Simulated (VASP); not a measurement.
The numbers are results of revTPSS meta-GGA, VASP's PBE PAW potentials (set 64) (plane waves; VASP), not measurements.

The input files of a VASP run:

INCAR:
```
ALGO  =  Normal
EDIFF  =  1E-7
ENCUT  =  520
ISIF  =  2
ISMEAR  =  1
LASPH  =  .TRUE.
LCHARG  =  .FALSE.
LMAXMIX  =  6
LMIXTAU  =  .TRUE.
LREAL  =  .FALSE.
LWAVE  =  .FALSE.
METAGGA  =  RTPSS
NELM  =  100
PREC  =  Accurate
SIGMA  =  0.1
SYSTEM  =  Ta
```

### POSCAR
```
Ta
1
   -1.6102492007     1.6102492007     1.6102492007
    1.6102492007    -1.6102492007     1.6102492007
    1.6102492007     1.6102492007    -1.6102492007
Ta
1
Direct
  0.0000000000   0.0000000000   0.0000000000
```

### KPOINTS
```
Automatic mesh
0
Gamma
16 16 16
```

POTCAR, in this order: Ta_pv (PBE.64 set). Program: vasp_std.

The resulting files:

OSZICAR:
```
       N       E                     dE             d eps       ncg     rms          rms(c)
DAV:   1     0.111926712668E+03    0.11193E+03   -0.81178E+03  2634   0.152E+03
DAV:   2     0.371327333842E+02   -0.74794E+02   -0.73341E+02  2930   0.339E+02
DAV:   3     0.353567347190E+02   -0.17760E+01   -0.16818E+01  4068   0.545E+01
DAV:   4     0.353232488314E+02   -0.33486E-01   -0.33056E-01  3163   0.448E+00
DAV:   5     0.353227370855E+02   -0.51175E-03   -0.51146E-03  3734   0.531E-01    0.127E+01
DAV:   6     0.254582293673E+02   -0.98645E+01   -0.17255E+01  2612   0.550E+01    0.122E+01
DAV:   7     0.254411601906E+02   -0.17069E-01   -0.20185E-01  2782   0.601E+00    0.158E+01
DAV:   8     0.256273591763E+02    0.18620E+00   -0.24800E+00  2696   0.202E+01    0.137E+00
DAV:   9     0.256277608551E+02    0.40168E-03   -0.18934E-02  2731   0.201E+00    0.962E-01
DAV:  10     0.256176209528E+02   -0.10140E-01   -0.39217E-02  2675   0.249E+00    0.749E-01
DAV:  11     0.256138816510E+02   -0.37393E-02   -0.55412E-03  2662   0.894E-01    0.133E-01
DAV:  12     0.256132069321E+02   -0.67472E-03   -0.12908E-04  2725   0.169E-01    0.353E-02
DAV:  13     0.256132023404E+02   -0.45917E-05   -0.10475E-05  2706   0.445E-02    0.204E-02
DAV:  14     0.256131916838E+02   -0.10657E-04   -0.84750E-06  2680   0.306E-02    0.380E-03
DAV:  15     0.256131923814E+02    0.69766E-06   -0.97766E-07  2693   0.125E-02    0.200E-03
DAV:  16     0.256131905598E+02   -0.18217E-05   -0.64568E-08  1371   0.326E-03    0.328E-04
DAV:  17     0.256131914863E+02    0.92654E-06   -0.69509E-09  1338   0.127E-03    0.174E-04
DAV:  18     0.256131911825E+02   -0.30385E-06   -0.90890E-10  1338   0.435E-04    0.157E-05
DAV:  19     0.256131912305E+02    0.48007E-07   -0.60478E-11  1335   0.118E-04
   1 F= 0.25613191E+02 E0= 0.25613395E+02  d E =-.611665E-03
```

### OUTCAR
```
------------------------ aborting loop because EDIFF is reached ----------------------------------------
  FORCE on cell =-STRESS in cart. coord.  units (eV):
  Direction    XX          YY          ZZ          XY          YZ          ZX
  --------------------------------------------------------------------------------------
  Total        1.4961157      1.4961157      1.4961157     -0.0000000      0.0000000      0.0000000
  in kB      143.5279559    143.5279559    143.5279559     -0.0000000      0.0000000      0.0000000
  external PRESSURE =     143.5279559 kB  Pullay stress =       0.0000000 kB
  volume of cell :       16.70
      direct lattice vectors                 reciprocal lattice vectors
    -1.610249201  1.610249201  1.610249201     0.000000000  0.310510944  0.310510944
     1.610249201 -1.610249201  1.610249201     0.310510944  0.000000000  0.310510944
     1.610249201  1.610249201 -1.610249201     0.310510944  0.310510944  0.000000000
 POSITION                                       TOTAL-FORCE (eV/Angst)
 -----------------------------------------------------------------------------------
      0.00000      0.00000      0.00000         0.000000     -0.000000      0.000000
 -----------------------------------------------------------------------------------
    total drift:                               -0.000000      0.000000      0.000000
  FREE ENERGIE OF THE ION-ELECTRON SYSTEM (eV)
  ---------------------------------------------------
  free  energy   TOTEN  =        25.6131912305 eV

  energy  without entropy=       25.6138028957  energy(sigma->0) =       25.61339512
```
(Selected blocks of OUTCAR.)

The compound is Ta in the bcc structure. This cell is one point of a volume scan, at 0.94 of the reference volume.
